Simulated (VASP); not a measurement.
Crystal: Ti2Te2S.

```
Ti Te S
1.0
    -2.44574    2.44574    4.87148
     2.44574   -2.44574    4.87148
     2.44574    2.44574   -4.87148
Ti Te S
2 2 1
Direct
  0.75000 0.25000 0.50000
  0.25000 0.75000 0.50000
  0.50000 0.00000 0.50000
  0.00000 0.50000 0.50000
  0.50000 0.50000 0.00000
```

The cell was built by a generator and needn't be a form met in nature.

* Program: VASP 6.6.1
* Task: relaxation of cell and atoms
* Functional: PBE
* Potentials or basis: VASP PAW PBE potentials, release 64 (Ti_sv, Te, S)
* Cutoff: 520 eV
* k mesh: 4 × 4 × 4
* Occupations: gaussian, width 0.15 eV
* Spin: no spin polarisation

At the start: pressure 21.4 GPa; volume 23.31 Å³/atom.

**Question.** Where does the relaxation end?

**Answer.** Over 16 steps the energy falls by 357.2 meV/atom and the volume is 29.82 Å³/atom (+27.9 %); space group I4/mmm (No. 139, to 0.05 Å).

Step by step:
```csv
step,energy change (eV),largest force (eV/Å),pressure (GPa),volume (Å³)
1,0.0000,0.0000,21.39,116.56
2,99.0501,0.0000,53.09,176.74
3,41.3001,0.0000,-4.42,465.29
4,55.4381,0.0000,-4.71,397.32
5,269.0739,0.0000,81.12,272.85
6,9.7641,0.0000,-29.71,381.01
7,7.0232,0.0000,-5.23,324.02
8,6.5414,0.0000,-6.22,315.19
9,5.5295,0.0000,-6.13,293.53
10,5.0267,0.0000,-6.71,283.07
11,4.7745,0.0000,-7.26,277.93
12,-1.1844,0.0000,-5.08,168.35
13,-1.7399,0.0000,0.73,146.01
14,-1.7340,0.0000,0.03,148.15
15,-1.7618,0.0000,0.67,149.62
16,-1.7859,0.0000,0.36,149.08
```

Final structure:
```
Ti Te S
1.0
    -2.65545    2.65545    5.28529
     2.65545   -2.65545    5.28529
     2.65545    2.65545   -5.28529
Ti Te S
2 2 1
Direct
  0.75000 0.25000 0.50000
  0.25000 0.75000 0.50000
  0.50000 0.00000 0.50000
  0.00000 0.50000 0.50000
  0.50000 0.50000 0.00000
```

Caveat: the k mesh is coarse (spacing up to 0.45 Å⁻¹), so the values aren't converged; the volume moved by over 15 % at a fixed basis, so the end points are rough; the relaxation stopped at a loose force limit of 0.08 eV/Å, so its end isn't a converged minimum.
